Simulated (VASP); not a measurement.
Here is the system:

```
CELL_PARAMETERS angstrom
      3.53862     0.00000     0.00000
     -1.76931     3.06453     0.00000
      0.00000     0.00000     5.43042
ATOMIC_POSITIONS crystal
  Er 0.33333 0.66667 0.25000
  Er 0.66667 0.33333 0.75000
```

Method: PBE GGA, VASP's PBE PAW potentials (set 64) (plane waves; VASP). Run with 300 eV cut-off, 11×11×6 Γ-centred mesh, Fermi-Dirac smearing of 0.14 eV, potentials Er.

The run has a spin-polarised start.

**Question.** Give the spin-up energies of bands 15 to 28 at the high-symmetry points, in eV from the Fermi level.

**Answer.** 
```json
[
 {"band": "15", "Γ": "-2.20", "M": "-2.15", "K": "-2.16", "A": "-2.19", "L": "-2.13", "H": "-2.18"},
 {"band": "16", "Γ": "-2.17", "M": "-2.11", "K": "-2.11", "A": "-2.19", "L": "-2.13", "H": "-2.18"},
 {"band": "17", "Γ": "-2.17", "M": "-1.95", "K": "-1.93", "A": "-2.19", "L": "-1.90", "H": "-1.91"},
 {"band": "18", "Γ": "-1.89", "M": "-1.92", "K": "-1.93", "A": "-2.19", "L": "-1.90", "H": "-1.91"},
 {"band": "19", "Γ": "-1.85", "M": "-1.89", "K": "-1.90", "A": "-1.79", "L": "-1.88", "H": "-1.87"},
 {"band": "20", "Γ": "-1.85", "M": "-1.88", "K": "-1.83", "A": "-1.79", "L": "-1.88", "H": "-1.87"},
 {"band": "21", "Γ": "-1.77", "M": "-1.86", "K": "-1.83", "A": "-1.79", "L": "-1.82", "H": "-1.84"},
 {"band": "22", "Γ": "-1.77", "M": "-1.74", "K": "-1.80", "A": "-1.79", "L": "-1.82", "H": "-1.84"},
 {"band": "23", "Γ": "-1.77", "M": "-1.63", "K": "-0.45", "A": "-1.76", "L": "-1.64", "H": "-0.10"},
 {"band": "24", "Γ": "-1.76", "M": "-1.06", "K": "-0.45", "A": "-1.76", "L": "-1.64", "H": "-0.10"},
 {"band": "25", "Γ": "1.64", "M": "-0.53", "K": "-0.45", "A": "1.69", "L": "0.58", "H": "-0.05"},
 {"band": "26", "Γ": "2.50", "M": "0.26", "K": "-0.19", "A": "1.69", "L": "0.58", "H": "-0.05"},
 {"band": "27", "Γ": "2.50", "M": "2.09", "K": "1.81", "A": "2.36", "L": "2.04", "H": "0.99"},
 {"band": "28", "Γ": "3.22", "M": "2.26", "K": "1.81", "A": "2.36", "L": "2.04", "H": "0.99"}
]
```

**Question.** Give the spin-down energies of bands 15 to 28 at the high-symmetry points, in eV from the Fermi level.

**Answer.** 
```json
[
 {"band": "15", "Γ": "-0.58", "M": "-0.64", "K": "-0.62", "A": "-0.60", "L": "-0.64", "H": "-0.44"},
 {"band": "16", "Γ": "-0.58", "M": "-0.60", "K": "-0.38", "A": "-0.60", "L": "-0.64", "H": "-0.44"},
 {"band": "17", "Γ": "-0.11", "M": "-0.54", "K": "-0.38", "A": "-0.06", "L": "-0.20", "H": "-0.33"},
 {"band": "18", "Γ": "-0.11", "M": "-0.08", "K": "-0.10", "A": "-0.06", "L": "-0.20", "H": "-0.33"},
 {"band": "19", "Γ": "-0.07", "M": "-0.07", "K": "-0.10", "A": "-0.06", "L": "0.00", "H": "0.27"},
 {"band": "20", "Γ": "-0.07", "M": "-0.03", "K": "-0.08", "A": "-0.06", "L": "0.00", "H": "0.27"},
 {"band": "21", "Γ": "0.02", "M": "0.03", "K": "0.03", "A": "0.01", "L": "0.16", "H": "0.30"},
 {"band": "22", "Γ": "0.10", "M": "0.06", "K": "0.14", "A": "0.01", "L": "0.16", "H": "0.30"},
 {"band": "23", "Γ": "0.25", "M": "0.25", "K": "0.27", "A": "0.26", "L": "0.33", "H": "0.34"},
 {"band": "24", "Γ": "0.35", "M": "0.43", "K": "0.27", "A": "0.26", "L": "0.33", "H": "0.34"},
 {"band": "25", "Γ": "1.84", "M": "0.47", "K": "0.44", "A": "1.96", "L": "0.87", "H": "0.39"},
 {"band": "26", "Γ": "2.65", "M": "0.53", "K": "0.44", "A": "1.96", "L": "0.87", "H": "0.39"},
 {"band": "27", "Γ": "2.66", "M": "2.24", "K": "1.99", "A": "2.51", "L": "2.24", "H": "1.19"},
 {"band": "28", "Γ": "3.41", "M": "2.44", "K": "1.99", "A": "2.51", "L": "2.24", "H": "1.19"}
]
```

It has no gap at this level: it comes out as a metal or semimetal.

The structure comes from a computed database's Er entry; how it stands against other phases isn't given here. The cell was not relaxed at this level.
